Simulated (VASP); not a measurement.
# WSe2: quasiparticle gap under strain, part 4 of 5

How does the quasiparticle gap of WSe2 follow strain, and does the starting functional get the slope right? The cell has space group P6_3/mmc. The start is a cell from a database of measured crystal structures.

VASP 6.6.1, plane waves and PAW; the level of theory is named at each step.

So far, quasiparticle gap on the mesh (eV): step 5 (G0W0) 1.39. Also gap on the k-mesh (eV): step 4 (empty bands) 0.963; step 6 (ground state of a strained cell, scale 0.94) 0.916.

The database entry behind the starting cell differs from later determinations by our own check (a about 0.2 % long), so it need not match the best structure at ambient conditions.

**8. G0W0, scale 0.94**

This step: G0W0 on PBE, no spin polarisation; plane waves and PAW (W_sv_GW, Se_GW) (VASP 6.6.1).

G0W0 on the strained cell, with unchanged settings.

Contents of INCAR:

```
SYSTEM = WSe2
PREC = Accurate
ENCUT = 340
ISMEAR = 0
SIGMA = 0.01
LREAL = .FALSE.
GGA = PE
NBANDS = 368
LASPH = .TRUE.
ALGO = EVGW0
NELMGW = 1
ENCUTGW = 120
NOMEGA = 48
PRECFOCK = Fast
NBANDSGW = 40
LWAVE = .FALSE.
LCHARG = .FALSE.
```

Contents of POSCAR:

```
WSe2
1.0
    3.2228382977      0.0000000000      0.0000000000
   -1.6114191488      2.7910598381      0.0000000000
    0.0000000000      0.0000000000     12.7052318300
W Se
2 4
Direct
    0.3333333333      0.6666666667      0.2500000000
    0.6666666667      0.3333333333      0.7500000000
    0.3333333333      0.6666666667      0.6204631598
    0.6666666667      0.3333333333      0.1204631598
    0.3333333333      0.6666666667      0.8795368402
    0.6666666667      0.3333333333      0.3795368402
```

Contents of KPOINTS:

```
Automatic mesh
0
Gamma
6 6 1
0 0 0
```

The projector-augmented-wave data sets are W_sv_GW and Se_GW (PBE family, release 64).

On the command line:

```console
> mpirun -np 8 vasp_std
```

Output:

```text
[banner, memory and clock lines left out]
running    8 mpi-ranks, on    1 nodes
[...]
[... a notice as in an earlier step ...]

 [... a notice as in an earlier step ...]

 LDA part: xc-table for (Slater+PW92), standard interpolation
 found WAVECAR, reading the header
 POSCAR, INCAR and KPOINTS ok, starting setup
[...]
reading WAVECAR
 the WAVECAR file was read successfully
 initial charge from wavefunction
 available memory per node:     69.01 GB, setting MAXMEM to     70666

 The Fermi energy was updated, please check that it is located mid-gap
 values below the HOMO (VB) or above the LUMO (CB) will cause erroneous energies
 E-fermi :   7.8264

 calculate exact exchange contribution
 the WAVEDER file was read successfully
 [... a notice as in an earlier step ...]

energies w=
    0.000    0.000    1.091    0.000    2.178    0.000    3.256    0.000
    4.322    0.000    5.373    0.000    6.407    0.000    7.423    0.000
    8.421    0.000    9.400    0.000   10.362    0.000   11.308    0.000
[...]
total number of BLAS operations       2068.10 Gflops
NQ=   3    0.3333   -0.0000    0.0000,
|.........|.........|.........|.........|.........|.........|.........|.........
 performed       3892000 updates of chi_q(r,r)
 total number of BLAS operations       3518.71 Gflops
NQ=   4    0.5000    0.0000    0.0000,
|.........|.........|.........|.........|.........|.........|.........|.........
 performed       5032000 updates of chi_q(r,r)
 total number of BLAS operations       4586.08 Gflops
NQ=   5    0.1667    0.1667    0.0000,
|.........|.........|.........|.........|.........|.........|.........|.........
 performed       6555000 updates of chi_q(r,r)
 total number of BLAS operations       5986.66 Gflops
NQ=   6    0.3333    0.1667    0.0000,
|.........|.........|.........|.........|.........|.........|.........|.........
 performed       8255000 updates of chi_q(r,r)
 total number of BLAS operations       7614.86 Gflops
NQ=   7    0.3333    0.3333    0.0000,
|.........|.........|.........|.........|.........|.........|.........|.........
 performed       9248000 updates of chi_q(r,r)
 total number of BLAS operations       8528.26 Gflops
 resolving degeneracies of screened two electron integrals

 calculate QP shifts <psi_nk| G(iteration)W_0 |psi_nk>: iteration 1
 entering main loop
```

Wall time 3.9 min (8 MPI ranks of Intel Xeon Platinum 8259CL at 2.50GHz (Skylake/Cascade Lake), shared host); peak memory 2.5 GiB; 25 min of CPU time.

Parts of OUTCAR (step 8):

```text
 QP shifts <psi_nk| G(iteration)W_0 |psi_nk>: iteration 1
 for sc-GW calculations column KS-energies equals QP-energies in previous step
 and V_xc(KS)=  KS-energies - (<T + V_ion + V_H > + <T+V_H+V_ion>^1  + <V_x>^1)
 k-point   1 :       0.0000    0.0000    0.0000
  band No.  KS-energies  QP-energies   sigma(KS)   V_xc(KS)     V^pw_x(r,r')   Z            occupation Imag(sigma)
    ...
     23       5.7741       5.4809     -15.3023     -14.9260     -16.5278       0.7791       2.0000       0.2394
     24       6.0300       5.7371     -14.1732     -13.7956     -15.2092       0.7759       2.0000       0.2386
     25       6.2938       5.7459     -13.4831     -12.7869     -15.0865       0.7869       2.0000       0.2635
     26       7.3687       7.2161     -15.0848     -14.8885     -15.5327       0.7773       2.0000       0.1482
     27      10.1519      10.5516     -13.6246     -14.1351      -9.7940       0.7829       0.0000      -0.3206
     28      10.1519      10.5516     -13.6246     -14.1351      -9.7940       0.7829       0.0000      -0.3206
     29      10.2059      10.5956     -13.5274     -14.0251      -9.6637       0.7830       0.0000      -0.3246
     30      10.2059      10.5956     -13.5274     -14.0251      -9.6637       0.7830       0.0000      -0.3246
    ...

[... 2 parts as in an earlier step ...]

[... 1 further part left out ...]
[key lines of the parts left out:]
E-fermi :   7.8264
```

The gap is now 1.330 eV, -57 meV against the unstrained cell. Spin-orbit coupling is left out. VASP warns that the automatic setting of its frequency mesh failed and advises more k points, so the value is in doubt.

**9. Ground state of a strained cell, scale 0.97**

This step: PBE, no spin polarisation; plane waves and PAW (W_sv_GW, Se_GW) (VASP 6.6.1).

The volume is scaled by 0.97, at the same cutoff, mesh and band count, and the chain is run again.

Contents of INCAR:

```
SYSTEM = WSe2
PREC = Accurate
ENCUT = 340
EDIFF = 1E-08
NELM = 100
ISMEAR = 0
SIGMA = 0.01
LREAL = .FALSE.
ALGO = Normal
GGA = PE
NBANDS = 32
LASPH = .TRUE.
LORBIT = 11
LWAVE = .TRUE.
LCHARG = .FALSE.
KPAR = 4
```

Edit POSCAR of step 8 so:

```diff
@@ -2,5 +2,5 @@
 1.0
-    3.2228382977      0.0000000000      0.0000000000
-   -1.6114191488      2.7910598381      0.0000000000
-    0.0000000000      0.0000000000     12.7052318300
+    3.2567654045      0.0000000000      0.0000000000
+   -1.6283827023      2.8204415745      0.0000000000
+    0.0000000000      0.0000000000     12.8389809413
 W Se
```

KPOINTS is that of step 8.

On the command line:

```console
> mpirun -np 8 vasp_std
```

Output:

```text
[... set-up lines as in an earlier step ...]
 entering main loop
       N       E                     dE             d eps       ncg     rms          rms(c)
DAV:   1     0.377687738723E+03    0.37769E+03   -0.23286E+04   512   0.108E+03
DAV:   2    -0.230532494560E+02   -0.40074E+03   -0.39405E+03   576   0.317E+02
DAV:   3    -0.504890974884E+02   -0.27436E+02   -0.27305E+02   560   0.847E+01
DAV:   4    -0.511957746332E+02   -0.70668E+00   -0.70558E+00   592   0.137E+01
[...]
DAV:  20    -0.470872190185E+02    0.32851E-07   -0.19843E-08   456   0.493E-04    0.147E-03
DAV:  21    -0.470872189775E+02    0.40936E-07   -0.87825E-09   368   0.451E-04    0.915E-04
DAV:  22    -0.470872189793E+02   -0.18235E-08   -0.26117E-09   352   0.220E-04
   1 F= -.47087219E+02 E0= -.47087219E+02  d E =0.000000E+00
 writing wavefunctions
```

Wall time 14 s (8 MPI ranks); peak memory 1.3 GiB; 84 s of CPU time.

OUTCAR, selected parts (step 9):

```text
  Total        4.4048639      4.4048639      5.7640440     -0.0000000      0.0000000     -0.0000000
  in kB       59.8423914     59.8423914     78.3075675     -0.0000000      0.0000000     -0.0000000
  external PRESSURE =      65.9974501 kB  Pullay stress =       0.0000000 kB

 POSITION                                       TOTAL-FORCE (eV/Angst)
 -----------------------------------------------------------------------------------
     -0.00000      1.88029      3.20975         0.000000     -0.000000      0.000000
      1.62838      0.94015      9.62924         0.000000      0.000000      0.000000
     -0.00000      1.88029      7.96611         0.000000      0.000000     -0.560043
      1.62838      0.94015      1.54662         0.000000     -0.000000     -0.560043
     -0.00000      1.88029     11.29236        -0.000000     -0.000000      0.560043
      1.62838      0.94015      4.87287        -0.000000     -0.000000      0.560043
 -----------------------------------------------------------------------------------
    total drift:                                0.000000     -0.000000      0.000000

  FREE ENERGIE OF THE ION-ELECTRON SYSTEM (eV)
  ---------------------------------------------------
  free  energy   TOTEN  =       -47.0872189793 eV

  energy  without entropy=      -47.0872189793  energy(sigma->0) =      -47.08721898

[... 1 part as in an earlier step ...]

[... 2 further parts left out ...]
[key lines of the parts left out:]
E-fermi :   7.1671
```

The run ends at a pressure of 6.60 GPa, with forces up to 0.56 eV/Å.

**10. Empty bands, scale 0.97**

The empty bands are made again, for the run that follows.

Contents of INCAR:

```
SYSTEM = WSe2
PREC = Accurate
ENCUT = 340
ISMEAR = 0
SIGMA = 0.01
LREAL = .FALSE.
GGA = PE
NBANDS = 368
LASPH = .TRUE.
ALGO = Exact
NELM = 1
LWAVE = .TRUE.
LCHARG = .FALSE.
LOPTICS = .TRUE.
NEDOS = 1000
CSHIFT = 0.1
```

POSCAR is that of step 9.

KPOINTS is that of step 9.

On the command line:

```console
> mpirun -np 8 vasp_std
```

Output:

```text
[... set-up lines as in an earlier step ...]
 entering main loop
       N       E                     dE             d eps       ncg     rms          rms(c)
DIA:   1    -0.470872189850E+02   -0.47087E+02    0.00000E+00     0   0.000E+00
   1 F= -.47087219E+02 E0= -.47087219E+02  d E =-.109008E-50
 writing wavefunctions
 optical routines
 imaginary and real dielectric function
 recalculating local potential from charge density
 direction            1
 direction            2
 direction            3
```

It took 26 s on 8 MPI ranks; peak memory 1.7 GiB; 2.7 min of CPU time.

Parts of OUTCAR (step 10):

```text
  Total        4.4047842      4.4047842      5.7639567     -0.0000000      0.0000000      0.0000000
  in kB       59.8413087     59.8413087     78.3063810     -0.0000000      0.0000000      0.0000000
  external PRESSURE =      65.9963328 kB  Pullay stress =       0.0000000 kB

 POSITION                                       TOTAL-FORCE (eV/Angst)
 -----------------------------------------------------------------------------------
     -0.00000      1.88029      3.20975        -0.000000     -0.000000      0.000000
      1.62838      0.94015      9.62924        -0.000000      0.000000      0.000000
     -0.00000      1.88029      7.96611         0.000000     -0.000000     -0.560040
      1.62838      0.94015      1.54662         0.000000      0.000000     -0.560040
     -0.00000      1.88029     11.29236        -0.000000     -0.000000      0.560040
      1.62838      0.94015      4.87287         0.000000      0.000000      0.560040
 -----------------------------------------------------------------------------------
    total drift:                                0.000000     -0.000000      0.000000

  FREE ENERGIE OF THE ION-ELECTRON SYSTEM (eV)
  ---------------------------------------------------
  free  energy   TOTEN  =       -47.0872189850 eV

  energy  without entropy=      -47.0872189850  energy(sigma->0) =      -47.08721898

[... 2 parts as in an earlier step ...]

[... 1 further part left out ...]
[key lines of the parts left out:]
E-fermi :   7.0637
```

**11. G0W0, scale 0.97**

This step: G0W0 on PBE, no spin polarisation; plane waves and PAW (W_sv_GW, Se_GW) (VASP 6.6.1).

Contents of INCAR:

```
SYSTEM = WSe2
PREC = Accurate
ENCUT = 340
ISMEAR = 0
SIGMA = 0.01
LREAL = .FALSE.
GGA = PE
NBANDS = 368
LASPH = .TRUE.
ALGO = EVGW0
NELMGW = 1
ENCUTGW = 120
NOMEGA = 48
PRECFOCK = Fast
NBANDSGW = 40
LWAVE = .FALSE.
LCHARG = .FALSE.
```

POSCAR is that of step 10.

KPOINTS is that of step 10.

On the command line:

```console
> mpirun -np 8 vasp_std
```

Output:

```text
[banner, memory and clock lines left out]
running    8 mpi-ranks, on    1 nodes
[...]
[... a notice as in an earlier step ...]

 [... a notice as in an earlier step ...]

 LDA part: xc-table for (Slater+PW92), standard interpolation
 found WAVECAR, reading the header
 POSCAR, INCAR and KPOINTS ok, starting setup
[...]
reading WAVECAR
 the WAVECAR file was read successfully
 initial charge from wavefunction
 available memory per node:     67.59 GB, setting MAXMEM to     69208

 The Fermi energy was updated, please check that it is located mid-gap
 values below the HOMO (VB) or above the LUMO (CB) will cause erroneous energies
 E-fermi :   7.4303

 calculate exact exchange contribution
 the WAVEDER file was read successfully
 [... a notice as in an earlier step ...]

energies w=
    0.000    0.000    1.115    0.000    2.225    0.000    3.326    0.000
    4.414    0.000    5.486    0.000    6.541    0.000    7.577    0.000
    8.593    0.000    9.590    0.000   10.570    0.000   11.533    0.000
[...]
total number of BLAS operations       2100.57 Gflops
NQ=   3    0.3333    0.0000    0.0000,
|.........|.........|.........|.........|.........|.........|.........|.........
 performed       3892000 updates of chi_q(r,r)
 total number of BLAS operations       3653.84 Gflops
NQ=   4    0.5000   -0.0000    0.0000,
|.........|.........|.........|.........|.........|.........|.........|.........
 performed       5032000 updates of chi_q(r,r)
 total number of BLAS operations       4810.39 Gflops
NQ=   5    0.1667    0.1667    0.0000,
|.........|.........|.........|.........|.........|.........|.........|.........
 performed       6555000 updates of chi_q(r,r)
 total number of BLAS operations       6277.86 Gflops
NQ=   6    0.3333    0.1667    0.0000,
|.........|.........|.........|.........|.........|.........|.........|.........
 performed       8255000 updates of chi_q(r,r)
 total number of BLAS operations       8040.48 Gflops
NQ=   7    0.3333    0.3333    0.0000,
|.........|.........|.........|.........|.........|.........|.........|.........
 performed       9248000 updates of chi_q(r,r)
 total number of BLAS operations       9053.45 Gflops
 resolving degeneracies of screened two electron integrals

 calculate QP shifts <psi_nk| G(iteration)W_0 |psi_nk>: iteration 1
 entering main loop
```

The job ended after 4.3 min (8 MPI ranks; peak memory 2.5 GiB; 27 min of CPU time).

OUTCAR, selected parts (step 11):

```text
 QP shifts <psi_nk| G(iteration)W_0 |psi_nk>: iteration 1
 for sc-GW calculations column KS-energies equals QP-energies in previous step
 and V_xc(KS)=  KS-energies - (<T + V_ion + V_H > + <T+V_H+V_ion>^1  + <V_x>^1)
 k-point   1 :       0.0000    0.0000    0.0000
  band No.  KS-energies  QP-energies   sigma(KS)   V_xc(KS)     V^pw_x(r,r')   Z            occupation Imag(sigma)
    ...
     23       5.4351       5.1396     -15.2025     -14.8220     -16.4057       0.7766       2.0000       0.2472
     24       5.7395       5.4589     -14.1391     -13.7764     -15.1327       0.7736       2.0000       0.2417
     25       5.8985       5.3479     -13.4145     -12.7129     -15.0154       0.7849       2.0000       0.2723
     26       6.9595       6.8127     -15.0394     -14.8500     -15.4800       0.7749       2.0000       0.1549
     27       9.6737      10.0791     -13.5955     -14.1158      -9.7891       0.7793       0.0000      -0.3236
     28       9.6737      10.0791     -13.5955     -14.1158      -9.7891       0.7793       0.0000      -0.3236
     29       9.7272      10.1238     -13.5043     -14.0126      -9.6664       0.7803       0.0000      -0.3278
     30       9.7272      10.1238     -13.5043     -14.0126      -9.6664       0.7803       0.0000      -0.3278
    ...

[... 2 parts as in an earlier step ...]

[... 1 further part left out ...]
[key lines of the parts left out:]
E-fermi :   7.4303
```

The gap is now 1.361 eV, -26 meV against the unstrained cell. Spin-orbit coupling is left out. VASP warns that the automatic setting of its frequency mesh failed and advises more k points, so the value is in doubt.

**12. Ground state of a strained cell, scale 1.03**

This step: PBE, no spin polarisation; plane waves and PAW (W_sv_GW, Se_GW) (VASP 6.6.1).

The volume is scaled by 1.03, at the same cutoff, mesh and band count, and the chain is run again.

Contents of INCAR:

```
SYSTEM = WSe2
PREC = Accurate
ENCUT = 340
EDIFF = 1E-08
NELM = 100
ISMEAR = 0
SIGMA = 0.01
LREAL = .FALSE.
ALGO = Normal
GGA = PE
NBANDS = 32
LASPH = .TRUE.
LORBIT = 11
LWAVE = .TRUE.
LCHARG = .FALSE.
KPAR = 4
```

Edit POSCAR of step 11 so:

```diff
@@ -2,5 +2,5 @@
 1.0
-    3.2567654045      0.0000000000      0.0000000000
-   -1.6283827023      2.8204415745      0.0000000000
-    0.0000000000      0.0000000000     12.8389809413
+    3.3225763760      0.0000000000      0.0000000000
+   -1.6612881880      2.8774355477      0.0000000000
+    0.0000000000      0.0000000000     13.0984241936
 W Se
```

KPOINTS is that of step 11.

On the command line:

```console
> mpirun -np 8 vasp_std
```

Output:

```text
[... set-up lines as in an earlier step ...]
 entering main loop
       N       E                     dE             d eps       ncg     rms          rms(c)
DAV:   1     0.356498638704E+03    0.35650E+03   -0.23467E+04   552   0.107E+03
DAV:   2    -0.264786203211E+02   -0.38298E+03   -0.37761E+03   608   0.306E+02
DAV:   3    -0.512967188131E+02   -0.24818E+02   -0.24712E+02   560   0.794E+01
DAV:   4    -0.519095793014E+02   -0.61286E+00   -0.61194E+00   624   0.128E+01
[...]
DAV:  20    -0.472500916248E+02    0.10886E-07   -0.34340E-08   496   0.677E-04    0.170E-03
DAV:  21    -0.472500915923E+02    0.32529E-07   -0.83855E-09   344   0.425E-04    0.159E-04
DAV:  22    -0.472500915931E+02   -0.77034E-09   -0.19553E-09   328   0.203E-04
   1 F= -.47250092E+02 E0= -.47250092E+02  d E =-.441287E-45
 writing wavefunctions
```

The job ended after 14 s (8 MPI ranks; peak memory 1.3 GiB; 88 s of CPU time).

From OUTCAR (step 12):

```text
  Total       -1.7645313     -1.7645313     -1.5935450      0.0000000     -0.0000000     -0.0000000
  in kB      -22.5756535    -22.5756535    -20.3880314      0.0000000     -0.0000000     -0.0000000
  external PRESSURE =     -21.8464461 kB  Pullay stress =       0.0000000 kB

 POSITION                                       TOTAL-FORCE (eV/Angst)
 -----------------------------------------------------------------------------------
     -0.00000      1.91829      3.27461         0.000000     -0.000000     -0.000000
      1.66129      0.95915      9.82382        -0.000000     -0.000000     -0.000000
     -0.00000      1.91829      8.12709        -0.000000      0.000000      0.423459
      1.66129      0.95915      1.57788         0.000000      0.000000      0.423459
     -0.00000      1.91829     11.52055        -0.000000     -0.000000     -0.423459
      1.66129      0.95915      4.97133         0.000000      0.000000     -0.423459
 -----------------------------------------------------------------------------------
    total drift:                               -0.000000      0.000000     -0.000000

  FREE ENERGIE OF THE ION-ELECTRON SYSTEM (eV)
  ---------------------------------------------------
  free  energy   TOTEN  =       -47.2500915931 eV

  energy  without entropy=      -47.2500915931  energy(sigma->0) =      -47.25009159

[... 1 part as in an earlier step ...]

[... 2 further parts left out ...]
[key lines of the parts left out:]
E-fermi :   6.3097
```

The run ends at a pressure of -2.18 GPa, with forces up to 0.42 eV/Å.

**13. Empty bands, scale 1.03**

The empty bands are made again, for the run that follows.

Contents of INCAR:

```
SYSTEM = WSe2
PREC = Accurate
ENCUT = 340
ISMEAR = 0
SIGMA = 0.01
LREAL = .FALSE.
GGA = PE
NBANDS = 368
LASPH = .TRUE.
ALGO = Exact
NELM = 1
LWAVE = .TRUE.
LCHARG = .FALSE.
LOPTICS = .TRUE.
NEDOS = 1000
CSHIFT = 0.1
```

POSCAR is that of step 12.

KPOINTS is that of step 12.

On the command line:

```console
> mpirun -np 8 vasp_std
```

Output:

```text
[... set-up lines as in an earlier step ...]
 entering main loop
       N       E                     dE             d eps       ncg     rms          rms(c)
DIA:   1    -0.472500916120E+02   -0.47250E+02    0.00000E+00     0   0.000E+00
   1 F= -.47250092E+02 E0= -.47250092E+02  d E =-.402715-148
 writing wavefunctions
 optical routines
 imaginary and real dielectric function
 recalculating local potential from charge density
 direction            1
 direction            2
 direction            3
```

The job ended after 23 s (8 MPI ranks; peak memory 1.7 GiB; 2.4 min of CPU time).

Parts of OUTCAR (step 13):

```text
  Total       -1.7649260     -1.7649260     -1.5945839     -0.0000000      0.0000000      0.0000000
  in kB      -22.5807022    -22.5807022    -20.4013229     -0.0000000      0.0000000      0.0000000
  external PRESSURE =     -21.8542424 kB  Pullay stress =       0.0000000 kB

 POSITION                                       TOTAL-FORCE (eV/Angst)
 -----------------------------------------------------------------------------------
     -0.00000      1.91829      3.27461         0.000000      0.000000      0.000000
      1.66129      0.95915      9.82382        -0.000000     -0.000000      0.000000
     -0.00000      1.91829      8.12709         0.000000     -0.000000      0.423450
      1.66129      0.95915      1.57788         0.000000      0.000000      0.423450
     -0.00000      1.91829     11.52055         0.000000     -0.000000     -0.423450
      1.66129      0.95915      4.97133         0.000000     -0.000000     -0.423450
 -----------------------------------------------------------------------------------
    total drift:                               -0.000000      0.000000     -0.000000

  FREE ENERGIE OF THE ION-ELECTRON SYSTEM (eV)
  ---------------------------------------------------
  free  energy   TOTEN  =       -47.2500916120 eV

  energy  without entropy=      -47.2500916120  energy(sigma->0) =      -47.25009161

[... 2 parts as in an earlier step ...]

[... 1 further part left out ...]
[key lines of the parts left out:]
E-fermi :   6.3944
```

(Continued in part 5 of 5.)

[Lines on the potential files, build, host, timing and source positions are cut from VASP's logs without a mark.]

[Logs are printed without paths, hosts, clocks, repeated set-up lines and the standing remarks that a program may print on its own settings, such as how far it seeks lower states.]

[Hosts, paths, dates, database ids (printed as entryN), source tags and the programs' standing remarks are cut or masked in the printed files.]

[Pressures printed for these runs are not shown converged in the cutoff: they can be off by several GPa and have the wrong sign.]

[In band tables of VASP the shares of atoms and orbitals are scaled to a sum of 1 inside the atoms' spheres.]
